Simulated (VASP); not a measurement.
Given:

```xyz
2
Lattice="2.8798 0.0000 0.0000 0.0000 2.8798 0.0000 0.0000 0.0000 2.8798" Properties=species:S:1:pos:R:3 pbc="T T T"
Al     1.4399     1.4399     1.4399
Ni     0.0000     0.0000     0.0000
```

Computed with rev-vdW-DF2, VASP's PBE PAW potentials (set 64) (plane waves; VASP). Run with 520 eV cut-off, 14×14×14 Γ-centred mesh, tetrahedra with Blöchl corrections, potentials Al Ni.

Task: The job: NiAl (CsCl type), 2 atoms, rev-vdW-DF2, static run, 520 eV, 14×14×14 Γ-centred mesh. Roughly how much core time does it take on a busy server core?

Result: About 20 core-seconds (one run on a shared machine, a rough figure). It had 120 irreducible k-points, 10 bands, up to 660 plane waves and 14 electronic steps.

The compound is NiAl in the CsCl type structure. It was relaxed first. The run is not spin-polarised, so no magnetic state was tried. The electron count is odd and the run is not spin-polarised, which forces a metal.
